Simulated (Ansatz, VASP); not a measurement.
# Cross-check of WC (Qusongite) between VASP and Ansatz

Wanted: the spread between two codes on one cell, functional and k mesh. The cell is taken from a series of runs on this material, whose earlier steps may have relaxed, scaled, displaced or heated it; both programs get it as it stands.

Calculated with Ansatz 0.2.0; plane waves, with VASP 6.6.1 beside it; zone-centre phonons at PBEsol.

### 1. Starting point

Symmetry: P-6m2, No. 187, hexagonal system. The conventional cell has a = 2.986 Å, b = 2.986 Å, c = 2.797 Å, α = 90.00°, β = 90.00°, γ = 120.00°. C has 6 W at 2.22 Å nearest. Nearest to W lie 6 C at 2.22 Å. Farther neighbours are not listed.

### 2. VASP: zone-centre phonons, PBEsol

Second derivatives magnify differences that forces hide, and they need a tight electronic threshold.

Lines of VASP's logs that name or quote its potential files are left out, and so is its time.

Input file INCAR:

```
SYSTEM = WC
PREC = Accurate
ENCUT = 600
EDIFF = 1E-08
NELM = 120
ISMEAR = 1
SIGMA = 0.2
LREAL = .FALSE.
ALGO = Normal
GGA = PS
NBANDS = 11
LASPH = .TRUE.
LORBIT = 11
LWAVE = .FALSE.
LCHARG = .FALSE.
ISIF = 2
IBRION = 8
GGA_COMPAT = .FALSE.
KPAR = 2
```

Input file POSCAR:

```
WC
1.0
    2.9855535230      0.0000000000      0.0000000000
   -1.4927767615      2.5855651953      0.0000000000
    0.0000000000      0.0000000000      2.7974432404
C W
1 1
Direct
    0.6666666667      0.3333333333      0.5000000000
    0.0000000000      0.0000000000      0.0000000000
```

Input file KPOINTS:

```
Automatic mesh
0
Gamma
18 18 16
0 0 0
```

The projector-augmented-wave data sets are C and W (PBE family, release 64).

Command:

```console
$ mpirun -np 2 vasp_std
```

Numbers of over 12 decimals in the logs are rounded to 6 here.

Log:

```text
[banner, memory and clock lines left out]
running    2 mpi-ranks, on    1 nodes
 distrk:  each k-point on    1 cores,    2 groups
 distr:  one band on    1 cores,    1 groups

 POSCAR found type information on POSCAR C W
 POSCAR found :  2 types and       2 ions
|                                                                             |
|               ----> ADVICE to this user running VASP <----                  |
|                                                                             |
|     You enforced a specific xc type in the INCAR file but a different       |
|     [... a line on the potential file left out ...]
|     I HOPE YOU KNOW WHAT YOU ARE DOING!                                     |
|                                                                             |

 LDA part: xc-table for (Slater+PW92), standard interpolation
 POSCAR, INCAR and KPOINTS ok, starting setup
 FFT: planning ... GRIDC
 FFT: planning ... GRID_SOFT
 FFT: planning ... GRID
 WAVECAR not read
 entering main loop
       N       E                     dE             d eps       ncg     rms          rms(c)
DAV:   1     0.270226986032E+02    0.27023E+02   -0.53901E+03  7326   0.921E+02
DAV:   2    -0.246069744450E+02   -0.51630E+02   -0.49056E+02  8460   0.211E+02
DAV:   3    -0.268767703558E+02   -0.22698E+01   -0.22406E+01  9088   0.368E+01
DAV:   4    -0.268938628459E+02   -0.17092E-01   -0.17081E-01  8060   0.363E+00
DAV:   5    -0.268939361476E+02   -0.73302E-04   -0.73299E-04  9011   0.239E-01    0.322E+01
DAV:   6    -0.240147115746E+02    0.28792E+01   -0.13080E+01  8952   0.220E+01    0.103E+01
DAV:   7    -0.239293215406E+02    0.85390E-01   -0.66218E-01  7509   0.635E+00    0.785E+00
DAV:   8    -0.238883934605E+02    0.40928E-01   -0.13517E-01  8078   0.271E+00    0.212E+00
DAV:   9    -0.238813003670E+02    0.70931E-02   -0.18505E-02  7932   0.867E-01    0.126E-01
DAV:  10    -0.238811975817E+02    0.10279E-03   -0.99454E-04  8406   0.287E-01    0.199E-01
DAV:  11    -0.238811820277E+02    0.15554E-04   -0.79309E-05  8630   0.618E-02    0.152E-02
DAV:  12    -0.238811800151E+02    0.20126E-05   -0.39854E-06  8172   0.135E-02    0.184E-02
DAV:  13    -0.238811800186E+02   -0.34789E-08   -0.70118E-07  9255   0.727E-03    0.666E-04
DAV:  14    -0.238811800006E+02    0.18058E-07   -0.18947E-08  5653   0.116E-03    0.204E-03
DAV:  15    -0.238811800196E+02   -0.19033E-07   -0.39680E-09  3936   0.617E-04    0.164E-04
DAV:  16    -0.238811800226E+02   -0.30293E-08   -0.50843E-10  3774   0.207E-04
   1 F= -.23881180E+02 E0= -.23880929E+02  d E =-.754240E-03
 Linear response reoptimize wavefunctions to high precision
DAV:   1    -0.238811800245E+02   -0.19040E-08   -0.29930E-11  4395   0.535E-05
DAV:   2    -0.238811800245E+02    0.75033E-11   -0.28631E-12  3750   0.183E-05
 Linear response DOF=           4
 Linear response progress:
  Degree of freedom:   1/  4
       N       E                     dE             d eps       ncg     rms          rms(c)
RMM:   1    -0.117246333915E+00   -0.11725E+00    0.49996E-02 75693   0.206E+00
RMM:   2    -0.115123371036E+00    0.21230E-02   -0.22052E-03 50508   0.437E-01    0.200E-01
RMM:   3    -0.115398898610E+00   -0.27553E-03   -0.40736E-04 48176   0.135E-01    0.107E-01
RMM:   4    -0.116081410022E+00   -0.68251E-03   -0.29269E-04 48381   0.108E-01    0.256E-02
RMM:   5    -0.116034842760E+00    0.46567E-04   -0.41763E-06 52613   0.178E-02    0.127E-03
RMM:   6    -0.116049446230E+00   -0.14603E-04   -0.21010E-07 52635   0.251E-03    0.408E-04
RMM:   7    -0.116046180314E+00    0.32659E-05    0.94713E-09 53732   0.454E-04    0.808E-05
RMM:   8    -0.116046321220E+00   -0.14091E-06    0.42820E-08 53973   0.711E-05    0.256E-05
RMM:   9    -0.116046185671E+00    0.13555E-06    0.72846E-09 55829   0.198E-05    0.234E-06
RMM:  10    -0.116046181216E+00    0.44550E-08   -0.12454E-09 51048   0.537E-06    0.682E-07
 first order change of Fermi-energy   0.91709E-05
 force on displaced ion       1 direction 1 : -14.246   0.002   0.000
 Linear response progress:
  Degree of freedom:   2/  4
       N       E                     dE             d eps       ncg     rms          rms(c)
RMM:   1    -0.119975187678E+00   -0.11998E+00    0.44537E-02 26464   0.209E+00
RMM:   2    -0.117807655044E+00    0.21675E-02   -0.23560E-03 17916   0.451E-01    0.169E-01
RMM:   3    -0.118046821151E+00   -0.23917E-03   -0.60411E-04 17028   0.160E-01    0.837E-02
RMM:   4    -0.118876911482E+00   -0.83009E-03   -0.45130E-04 17328   0.126E-01    0.197E-02
RMM:   5    -0.118855045568E+00    0.21866E-04   -0.70193E-06 18445   0.203E-02    0.235E-03
RMM:   6    -0.118884245786E+00   -0.29200E-04   -0.48591E-07 17815   0.451E-03    0.441E-04
RMM:   7    -0.118883889849E+00    0.35594E-06   -0.10101E-08 18916   0.714E-04    0.208E-04
RMM:   8    -0.118882468998E+00    0.14209E-05   -0.19175E-09 18870   0.140E-04    0.257E-05
RMM:   9    -0.118882474094E+00   -0.50966E-08    0.45121E-09 19254   0.261E-05    0.703E-06
 first order change of Fermi-energy   0.23362E-03
 force on displaced ion       1 direction 3 :  -0.000  -0.000 -12.801
 Linear response progress:
  Degree of freedom:   3/  4
       N       E                     dE             d eps       ncg     rms          rms(c)
RMM:   1    -0.109799198579E+00   -0.10980E+00   -0.89172E-02 64549   0.188E+00
RMM:   2    -0.106795099408E+00    0.30041E-02   -0.18423E-03 49593   0.347E-01    0.203E-01
RMM:   3    -0.105892930241E+00    0.90217E-03   -0.30813E-04 51705   0.110E-01    0.119E-01
RMM:   4    -0.105477066757E+00    0.41586E-03   -0.49545E-04 51523   0.137E-01    0.181E-02
RMM:   5    -0.105498301464E+00   -0.21235E-04   -0.90747E-07 53651   0.164E-02    0.379E-03
RMM:   6    -0.105500706206E+00   -0.24047E-05   -0.19770E-07 53405   0.216E-03    0.132E-03
RMM:   7    -0.105500777864E+00   -0.71658E-07    0.16025E-08 52898   0.991E-04    0.117E-04
RMM:   8    -0.105499805018E+00    0.97285E-06    0.29390E-08 54756   0.208E-04    0.207E-05
RMM:   9    -0.105499818400E+00   -0.13382E-07    0.33445E-08 56008   0.350E-05    0.546E-06
RMM:  10    -0.105499814536E+00    0.38635E-08   -0.27991E-09 56552   0.959E-06    0.325E-06
 first order change of Fermi-energy  -0.57484E-04
 force on displaced ion       2 direction 1 : -14.248   0.002   0.000
 Linear response progress:
  Degree of freedom:   4/  4
       N       E                     dE             d eps       ncg     rms          rms(c)
RMM:   1    -0.112835700142E+00   -0.11284E+00   -0.94646E-02 23588   0.196E+00
RMM:   2    -0.109492658519E+00    0.33430E-02   -0.21168E-03 17468   0.383E-01    0.167E-01
RMM:   3    -0.108779948134E+00    0.71271E-03   -0.23175E-04 18211   0.105E-01    0.926E-02
RMM:   4    -0.108588579827E+00    0.19137E-03   -0.40932E-04 17854   0.133E-01    0.143E-02
RMM:   5    -0.108609122074E+00   -0.20542E-04   -0.25824E-06 18973   0.131E-02    0.374E-03
RMM:   6    -0.108619625558E+00   -0.10503E-04   -0.85779E-08 18885   0.204E-03    0.936E-04
RMM:   7    -0.108620253345E+00   -0.62779E-06   -0.69664E-09 18653   0.625E-04    0.262E-04
RMM:   8    -0.108619988049E+00    0.26530E-06   -0.86031E-10 19227   0.204E-04    0.668E-05
RMM:   9    -0.108619504258E+00    0.48379E-06    0.22917E-09 19403   0.646E-05    0.539E-06
RMM:  10    -0.108619487215E+00    0.17043E-07    0.41931E-10 19652   0.123E-05    0.190E-06
RMM:  11    -0.108619487850E+00   -0.63465E-09   -0.79605E-10 16138   0.481E-06    0.434E-07
 first order change of Fermi-energy  -0.36617E-03
 force on displaced ion       2 direction 3 :  -0.000  -0.000 -12.803
 Linear response finished
```

OUTCAR, selected parts (step 2):

```text
ion  position               nearest neighbor table
   1  0.667  0.333  0.500-   2 2.22   2 2.22   2 2.22   2 2.22   2 2.22   2 2.22
   2  0.000  0.000  0.000-   1 2.22   1 2.22   1 2.22   1 2.22   1 2.22   1 2.22

  LATTYP: Found a hexagonal cell.
 ALAT       =     2.9855535230
 C/A-ratio  =     0.9369931635

 Subroutine GETGRP returns: Found 12 space group operations
 (whereof 12 operations were pure point group operations)

The static configuration has the point symmetry D_3h.

 Found    333 irreducible k-points:

   k-points           NKPTS =    333   k-points in BZ     NKDIM =    333   number of bands    NBANDS=     11

   dimension x,y,z NGX =    24 NGY =   24 NGZ =   24
   dimension x,y,z NGXF=    48 NGYF=   48 NGZF=   48

   ENCUT  =  600.0 eV  44.10 Ry    6.64 a.u.   5.96  5.96  5.59*2*pi/ulx,y,z

   NELECT =      10.0000    total number of electrons

 k-points in reciprocal lattice and weights: Automatic mesh
   0.00000000  0.00000000  0.00000000       0.000
   0.05555556  0.00000000  0.00000000       0.001
   0.11111111  0.00000000  0.00000000       0.001
   0.16666667  0.00000000  0.00000000       0.001
   0.22222222  0.00000000  0.00000000       0.001
   0.27777778  0.00000000  0.00000000       0.001
   0.33333333  0.00000000  0.00000000       0.001
   0.38888889  0.00000000  0.00000000       0.001
   0.44444444  0.00000000  0.00000000       0.001
[...]
0.33333333  0.27777778  0.50000000       0.002
   0.33333333  0.33333333  0.50000000       0.000

 average (electrostatic) potential at core
       1 -46.8093       2 -37.6420

  Total       -3.3202056     -3.3202056     -0.1614458      0.0000000      0.0000000      0.0000000
  in kB     -246.3394238   -246.3394238    -11.9783143      0.0000000      0.0000000      0.0000000
  external PRESSURE =    -168.2190540 kB  Pullay stress =       0.0000000 kB

  energy-cutoff  :      600.00
  volume of cell :       21.59
      direct lattice vectors                 reciprocal lattice vectors
     2.985553523  0.000000000  0.000000000     0.334946265  0.193381316  0.000000000
    -1.492776762  2.585565195  0.000000000     0.000000000  0.386762632  0.000000000
     0.000000000  0.000000000  2.797443240     0.000000000  0.000000000  0.357469272

 POSITION                                       TOTAL-FORCE (eV/Angst)
 -----------------------------------------------------------------------------------
      1.49278      0.86186      1.39872        -0.000000      0.000000      0.000000
      0.00000      0.00000      0.00000         0.000000      0.000000      0.000000
 -----------------------------------------------------------------------------------
    total drift:                               -0.000000      0.000000      0.000000

 Eigenvectors and eigenvalues of the dynamical matrix
 ----------------------------------------------------

   1 f  =   17.573501 THz   110.417561 2PiTHz  586.188883 cm-1    72.678126 meV
             X         Y         Z           dx          dy          dz
      1.492777  0.861855  1.398722     0.000000   -0.968849    0.000000
      0.000000  0.000000  0.000000     0.000000    0.247651    0.000000

   2 f  =   17.573501 THz   110.417561 2PiTHz  586.188883 cm-1    72.678126 meV
             X         Y         Z           dx          dy          dz
      1.492777  0.861855  1.398722    -0.968849    0.000000    0.000000
      0.000000  0.000000  0.000000     0.247651    0.000000    0.000000

   3 f  =   16.657917 THz   104.664777 2PiTHz  555.648291 cm-1    68.891577 meV
             X         Y         Z           dx          dy          dz
      1.492777  0.861855  1.398722     0.000000    0.000000    0.968848
      0.000000  0.000000  0.000000     0.000000    0.000000   -0.247657

   4 f/i=    0.000262 THz     0.001647 2PiTHz    0.008745 cm-1     0.001084 meV
             X         Y         Z           dx          dy          dz
      1.492777  0.861855  1.398722     0.000000   -0.247651   -0.000000
      0.000000  0.000000  0.000000     0.000000   -0.968849   -0.000000

   5 f/i=    0.000262 THz     0.001647 2PiTHz    0.008745 cm-1     0.001084 meV
             X         Y         Z           dx          dy          dz
      1.492777  0.861855  1.398722     0.247651    0.000000    0.000000
      0.000000  0.000000  0.000000     0.968849    0.000000    0.000000

   6 f/i=    0.000341 THz     0.002146 2PiTHz    0.011390 cm-1     0.001412 meV
             X         Y         Z           dx          dy          dz
      1.492777  0.861855  1.398722     0.000000   -0.000000    0.247657
      0.000000  0.000000  0.000000     0.000000   -0.000000    0.968848

 ELASTIC MODULI CONTR FROM IONIC RELAXATION (kBar)
 Direction    XX          YY          ZZ          XY          YZ          ZX
 --------------------------------------------------------------------------------
 XX         -92.7433     92.7433      0.0000      0.0000      0.0000      0.0000
 YY          92.7433    -92.7433      0.0000     -0.0000      0.0000      0.0000
 ZZ           0.0000      0.0000      0.0000      0.0000      0.0000      0.0000
 XY           0.0000     -0.0000      0.0000    -92.7433      0.0000      0.0000
 YZ           0.0000      0.0000      0.0000      0.0000      0.0000      0.0000
 ZX           0.0000      0.0000      0.0000      0.0000      0.0000      0.0000
 --------------------------------------------------------------------------------
```

(Part 1 of 2 ends here.)

[Lines on the potential files, build, host, timing and source positions are cut from VASP's logs without a mark.]

[Logs are printed without paths, hosts, clocks, repeated set-up lines and the standing remarks that a program may print on its own settings, such as how far it seeks lower states.]

[Hosts, paths, dates, database ids (printed as entryN), source tags and the programs' standing remarks are cut or masked in the printed files.]
